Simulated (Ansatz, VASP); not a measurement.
# SiO2 in two plane-wave programs, part 2 of 2

One calculation is typed for both programs; each brings its own data sets. How far apart do they land? The cell is taken from a series of runs on this material, whose earlier steps may have relaxed, scaled, displaced or heated it; both programs get it as it stands.

VASP 6.6.1 and Ansatz 0.2.0.

So far: Starting point; VASP: dielectric response, LDA.

### Step 3. Ansatz: dielectric response, LDA

Level of this step: Ansatz beside VASP: Kohn-Sham DFT, plane waves, LDA (Ansatz).

Ansatz runs on its PAW soft_1 files.

The same cell, functional (in two slightly different forms) and mesh now go to Ansatz, which takes its cutoff from its data sets.

Contents of input.yaml:

```yaml
crystal:
  lattice:
    - [4.9329, 0.0, 0.0]
    - [0.0, 4.9329, 0.0]
    - [0.0, 0.0, 6.4645]
  atoms:
    - { symbol: Si, position: [0.817705, 0.817705, 0.5] }
    - { symbol: Si, position: [0.682295, 0.317705, 0.25] }
    - { symbol: Si, position: [0.182295, 0.182295, 0.0] }
    - { symbol: Si, position: [0.317705, 0.682295, 0.75] }
    - { symbol: O, position: [0.26834, 0.36457, 0.80193] }
    - { symbol: O, position: [0.13543, 0.76834, 0.55193] }
    - { symbol: O, position: [0.73166, 0.63543, 0.30193] }
    - { symbol: O, position: [0.86457, 0.23166, 0.05193] }
    - { symbol: O, position: [0.76834, 0.13543, 0.44807] }
    - { symbol: O, position: [0.63543, 0.73166, 0.69807] }
    - { symbol: O, position: [0.23166, 0.86457, 0.94807] }
    - { symbol: O, position: [0.36457, 0.26834, 0.19807] }
kpoints:
  mp_grid: { grid: [4, 4, 4] }
hamiltonian:
  xc: lda
  pseudopotentials: { kind: paw, azcp: { folder: soft_1 }, xc_functional: pbe }
scf:
  occupations: { method: fixed }
dielectric: {}
```

Started as:

```bash
$ ansatz run input.yaml --threads 3 --pin off --max-ram 92160MiB --backend cuda --events-out ev --progress --plain --runs-dir out --devices 1 --max-vram 13GiB
```

Numbers of over 12 decimals in the logs are rounded to 6 here.

What it wrote:

```text
GPUs: using 1 of 1 available (devices: 1).
Engine: ansatz 0.2.0, x86_64-unknown-linux-gnu
Pseudopotentials: kind: paw
Pseudopotential: Si, paw, valence charge 4, recommended cutoff 420 eV (normal), soft_1/Si.paw.azcp
Pseudopotential: O, paw, valence charge 6, recommended cutoff 420 eV (normal), soft_1/O.paw.azcp
Functional definition: SPW92
  exchange = slater_x
  correlation = pw_c
device memory: the entry about to start is reckoned to put 2.5 GiB on a device that reports 48.5 GiB free (of which the cap on the GPU budget leaves the run 13.0 GiB)
GPU FFT provider: cuFFT
GPU libraries: cuBLAS 13.8.2, cuFFT 12.4.0, cuSOLVER 12.3.4
Crystal: 12 atoms, lattice volume = 157.304 Å³
Basis set: ecut = 420 eV, 3097 PW (Γ), exchange–correlation on 72×72×96 points (8 copies of the dense FFT grid, shifted against one another)
Bands: 44, of which v1, the nominal top of the filled ones, is band 32 counted from 1 (31 counted from 0)
Symmetry: 8 space group operations
k-points: 36 of 64 (irreducible under 1 space group operation, time reversal used)
Non-local potential: Si, projectors of the file, l = 0: 2, l = 1: 2, l = 2: 1
Non-local potential: O, projectors of the file, l = 0: 2, l = 1: 2, l = 2: 1
PAW form: soft (Blöchl's): semilocal exchange-correlation on the pseudo side does not see the compensation charge
PAW frozen core: Si, regenerated for the run's functional, and the local potential with it (the file was generated under x = pbe(κ = 0.804, μ = 0.219515), c = pbe(β = 0.066725))
PAW frozen core: O, regenerated for the run's functional, and the local potential with it (the file was generated under x = pbe(κ = 0.804, μ = 0.219515), c = pbe(β = 0.066725))
PAW one-centre angular grid: Si, 110 points (default); XC on 64 Gauss nodes
PAW one-centre angular grid: O, 110 points (default); XC on 64 Gauss nodes
Initial density: superposition of atomic densities (chi_scale 0.1, normalization cell, long waves kept (reshape's long-wave potential 0.01 eV rms))
Initial wavefunctions: pseudopotential atomic-orbital guess
GPU buffer pool allocated for 62208 grid points (all kernels)
GPU transforms: local potential and band sums: pruned to the plane-wave sphere, on 36×36×45
Functional: x = slater, c = lda
SCF iter   1: F=—  HF=-6896.768979 eV  |F-HF|=—  |Δ(HF+E_count)|=         —  Δρ=1.21e-1  dr2=2.05e1  ethr=3.10e-3  ⟨swp⟩=4.8  Hψ=6383  notcnv=0  defer=334
preconditioner: auto → Resta (q_TF=auto, 2.349 Å⁻¹)  ε∞=2.8  [insulator: Δε(μ)=6.942 eV  Ē_g=17.742 eV  n_scr=36 (ndim 8)  ℏωp=23.7 eV  f_vac=0.038  ε∞_Penn≈2.8]
SCF iter   2: F=—  HF=-6891.009275 eV  |F-HF|=—  |Δ(HF+E_count)|=    5.76e0  Δρ=4.23e-2  dr2=1.15e0  ethr=3.10e-3  ⟨swp⟩=3.7  Hψ=3876  notcnv=0  defer=333
SCF iter   3: F=—  HF=-6890.757005 eV  |F-HF|=—  |Δ(HF+E_count)|=   2.52e-1  Δρ=2.00e-2  dr2=3.57e-1  ethr=1.80e-3  ⟨swp⟩=2.0  Hψ=1461  notcnv=0  defer=351
SCF iter   4: F=—  HF=-6890.678095 eV  |F-HF|=—  |Δ(HF+E_count)|=   7.89e-2  Δρ=1.37e-3  dr2=2.11e-3  ethr=5.57e-4  ⟨swp⟩=2.9  Hψ=2540  notcnv=0  defer=356
SCF iter   5: F=—  HF=-6890.679475 eV  |F-HF|=—  |Δ(HF+E_count)|=   1.38e-3  Δρ=1.88e-4  dr2=9.72e-5  ethr=3.30e-6  ⟨swp⟩=2.1  Hψ=2399  notcnv=0  defer=355
SCF iter   6: F=—  HF=-6890.679526 eV  |F-HF|=—  |Δ(HF+E_count)|=   5.14e-5  Δρ=4.80e-5  dr2=5.46e-6  ethr=1.52e-7  ⟨swp⟩=3.0  Hψ=2753  notcnv=0  defer=355
SCF iter   7: F=—  HF=-6890.679700 eV  |F-HF|=—  |Δ(HF+E_count)|=   1.74e-4  Δρ=7.91e-6  dr2=1.39e-7  ethr=8.53e-9  ⟨swp⟩=2.9  Hψ=3030  notcnv=0  defer=316
SCF iter   8: F=—  HF=-6890.679701 eV  |F-HF|=—  |Δ(HF+E_count)|=   4.30e-8  Δρ=1.54e-6  dr2=3.74e-9  ethr=2.17e-10  ⟨swp⟩=2.1  Hψ=2247  notcnv=0  defer=316
SCF iter   9: F=-6890.679701 eV  HF=-6890.679701 eV  |F-HF|=5.18e-11  |Δ(HF+E_count)|=   4.82e-9  Δρ=1.83e-7  dr2=3.60e-11  ethr=1.00e-12  ⟨swp⟩=13.1  Hψ=9397  notcnv=0
SCF 1 converged in 9 iterations: F = -6890.679701 eV  dr2 = 3.60e-11
  greatest PAW one-centre occupation: 0.855 electrons in one spin orbital (limit 2), on the O atom at site 11 (counted from 0), in its partial waves of l = 0
the response reads at least the filled bands of the reference SCF and the lowest empty band at each k-point, and that SCF's band table does not vouch for those bands. The notice of the band table in this run's record says why
device memory: the entry about to start is reckoned to put 0.1 GiB (of the 0.2 GiB reckoned in all, the device holds 0.1 GiB already) on a device that reports 48.3 GiB free (of which the cap on the GPU budget leaves the run 12.9 GiB)
device memory: the entry about to start is reckoned to put 1.9 GiB (of the 2.0 GiB reckoned in all, the device holds 0.1 GiB already) on a device that reports 48.3 GiB free (of which the cap on the GPU budget leaves the run 12.9 GiB)
DFPT response loops at Γ: preconditioner auto → none (the input reference at scf.mixing.eps_inf says where Resta's filter doesn't serve); β = 0.50; Broyden in place of MSR1
── the response to a field inside a basis, on 4×4×4 k-points: an SCF that follows is theirs, and a resumed run solves both again ──
device memory: the entry about to start is reckoned to put 0.3 GiB on a device that reports 56.4 GiB free (of which the cap on the GPU budget leaves the run 12.9 GiB)
GPU FFT provider: cuFFT
GPU libraries: cuBLAS 13.8.2, cuFFT 12.4.0, cuSOLVER 12.3.4
Bands: 33, of which v1, the nominal top of the filled ones, is band 32 counted from 1 (31 counted from 0)
k-points: 6 of 64 (time reversal used)
Initial density: handed on by an earlier stage of this run
Initial wavefunctions: pseudopotential atomic-orbital guess (no wavefunctions were taken with the density)
GPU buffer pool allocated for 62208 grid points (all kernels)
GPU transforms: band sums: pruned to the plane-wave sphere, on 36×36×45
Eigensolver: Dense (6 Hₖ)
SCF iter   1: F=—  HF=-6890.499439 eV  |F-HF|=—  |Δ(HF+E_count)|=         —  Δρ=4.50e-4  dr2=9.20e-5  ethr=1.00e-1
preconditioner: auto → Resta (q_TF=auto, 2.349 Å⁻¹)  ε∞=3.8  [insulator: Δε(μ)=6.040 eV  Ē_g=14.057 eV  n_scr=36 (ndim 8)  ℏωp=23.7 eV  f_vac=0.139  ε∞_Penn≈3.8]
SCF iter   2: F=—  HF=-6890.499444 eV  |F-HF|=—  |Δ(HF+E_count)|=   5.61e-6  Δρ=2.07e-4  dr2=2.36e-5  ethr=1.44e-7
SCF iter   3: F=—  HF=-6890.499449 eV  |F-HF|=—  |Δ(HF+E_count)|=   4.98e-6  Δρ=7.09e-5  dr2=2.88e-6  ethr=3.69e-8
SCF iter   4: F=-6890.499449 eV  HF=-6890.499449 eV  |F-HF|=2.42e-8  |Δ(HF+E_count)|=   8.41e-8  Δρ=7.31e-6  dr2=9.03e-8  ethr=4.50e-9
SCF 1 converged in 4 iterations: F = -6890.499449 eV  dr2 = 9.03e-8
  greatest PAW one-centre occupation: 0.856 electrons in one spin orbital (limit 2), on the O atom at site 11 (counted from 0), in its partial waves of l = 0
device memory: the entry about to start is reckoned to put 0.1 GiB on a device that reports 55.6 GiB free (of which the cap on the GPU budget leaves the run 12.9 GiB)
device memory: the entry about to start is reckoned to put 1.9 GiB on a device that reports 54.8 GiB free (of which the cap on the GPU budget leaves the run 12.8 GiB)
DFPT response loops at Γ: mixed as the last ones told, above
SCF converged after 9 iterations
Free energy (F): -6890.679701 eV
Harris-Foulkes:  -6890.679701 eV  (|F-HF|=5.18e-11)
Internal energy: -6890.679701 eV  (E = F + TS)
E sigma→0 (E₀):  -6890.679701 eV
Fermi energy:    1.864806 eV
--- Per-component energies (eV) ---
  E_band       = -319.514050
  E_kinetic    = 1543.715413
  E_local      = -4055.776371  (includes V_loc(G=0)·N_el)
  E_nonlocal   = 527.801050
  E_hartree    = 1480.247922
  E_xc         = -789.865021
  E_vxc        = -920.194548  (∫ρ·V_xc dr)
  E_paw        = -3163.609696  (= ΣΔE_a)
  E_vpaw       = -375.562296  (= ΣTr[D̂ρ^β])
  E_aug_tail   = 0.006853  (compensation charges beyond the density's cutoff)
  E_ewald      = -2434.312545
  E_core_change = 1.112695  (= ΣΔE_core)
  E_smearing   = -0.000000  (= −TS)
  E_closure    = -0.000000  (closes the sum)
  Σ components = -6890.679701   (vs F -6890.679701, Δ=0.00e0)
--- Band table (eV; the first three rows and the last of 36) ---
  k-point 0: bands = [... 28 lower, 1.0210, 1.3941, 1.3941, 1.8648, 7.3449, 10.3792, 10.3792, 11.0016, ... 8 higher]
  k-point 1: bands = [... 28 lower, 1.0480, 1.1242, 1.3787, 1.7455, 7.7551, 9.8316, 10.6144, 10.9843, ... 8 higher]
  k-point 2: bands = [... 28 lower, 1.1361, 1.1361, 1.4452, 1.4452, 8.7513, 8.7513, 10.7765, 10.7765, ... 8 higher]
  k-point 35: bands = [... 28 lower, 1.3600, 1.3600, 1.3600, 1.3600, 10.6759, 10.6759, 10.6759, 10.6759, ... 8 higher]
--- Dielectric response (ions clamped): 3 representative field directions + reference, inside a basis on a mesh of 64 k-points (Σ response iterations 15) ---
  ε∞ (high-frequency dielectric tensor):
        2.472027     0.000000     0.000000
        0.000000     2.472027     0.000000
        0.000000     0.000000     2.404314
  Born effective charges Z* (e; rows j = field, columns β = displacement):
    site 0:
         3.37437    0.04681   -0.20774
         0.04681    3.37437    0.20774
         0.36739   -0.36739    3.17665
    site 1:
         3.37437   -0.04681   -0.20774
        -0.04681    3.37437   -0.20774
         0.36739    0.36739    3.17665
    site 2:
         3.37437    0.04681    0.20774
         0.04681    3.37437   -0.20774
        -0.36739    0.36739    3.17665
    site 3:
         3.37437   -0.04681    0.20774
        -0.04681    3.37437    0.20774
        -0.36739   -0.36739    3.17665
    site 4:
        -1.08300   -0.21161    0.08818
        -0.28498   -2.29137    0.70944
         0.25168    0.72487   -1.58833
    site 5:
        -2.29137    0.28498   -0.70944
         0.21161   -1.08300    0.08818
        -0.72487    0.25168   -1.58833
    site 6:
        -1.08300   -0.21161   -0.08818
        -0.28498   -2.29137   -0.70944
        -0.25168   -0.72487   -1.58833
    site 7:
[...]
site 8:
[...]
site 9:
[...]
-0.21161   -1.08300    0.08818
         0.72487    0.25168   -1.58833
    site 10:
        -1.08300    0.21161    0.08818
         0.28498   -2.29137   -0.70944
         0.25168   -0.72487   -1.58833
    site 11:
        -2.29137   -0.28498   -0.70944
        -0.21161   -1.08300   -0.08818
        -0.72487   -0.25168   -1.58833
  Z* charge neutrality: 6.457e-3 e pre-enforcement
  solved inside a basis spanned on kpoints, on 4×4×4 k-points, its susceptibility summed on 8×8×6: ε∞ is read to err by 8.5e-3, Z* by 1.2e-2 e (field_mesh: kpoints solves on kpoints); Z* is corrected for what the basis lacks
```

### Step 4. Comparison

Known differences besides the potentials themselves: the two LDA forms differ slightly; fixed occupations in Ansatz, narrow Gaussian smearing in VASP; VASP's response is taken on the typed mesh, Ansatz refines its own for the field response alone; the cutoff is 420 eV in Ansatz and 520 eV in VASP; VASP's log shows a relativistic correction to its local exchange, Ansatz's none. Total energies have different zeros and are not compared.

The two programs side by side:

| quantity | Ansatz | VASP | difference |
| --- | --- | --- | --- |
| ε∞ xx | 2.47 | 2.46 | +0.41 % |
| ε∞ yy | 2.47 | 2.46 | +0.41 % |
| ε∞ zz | 2.40 | 2.40 | +0.37 % |
| Born charge of Si1 (mean of the diagonal) (e) | 3.31 | 3.28 | +0.03 |
| Born charge of O5 (mean of the diagonal) (e) | -1.65 | -1.64 | -0.01 |

### Step 5. Results

| Property | Result |
| --- | --- |
| difference in ε∞ xx (dielectric response, LDA) | 0.41 % |

What this shows: The difference in ε∞ xx is 0.41 % (dielectric response, LDA), within the 5 % picked in this series as the mark of a large difference. Such differences can come from data sets, numerical settings and the points named under the comparisons, not from the functional's error against experiment.

[Lines on the potential files, build, host, timing and source positions are cut from VASP's logs without a mark.]

[Logs are printed without paths, hosts, clocks, repeated set-up lines and the standing remarks that a program may print on its own settings, such as how far it seeks lower states.]

[Hosts, paths, dates, database ids (printed as entryN), source tags and the programs' standing remarks are cut or masked in the printed files.]
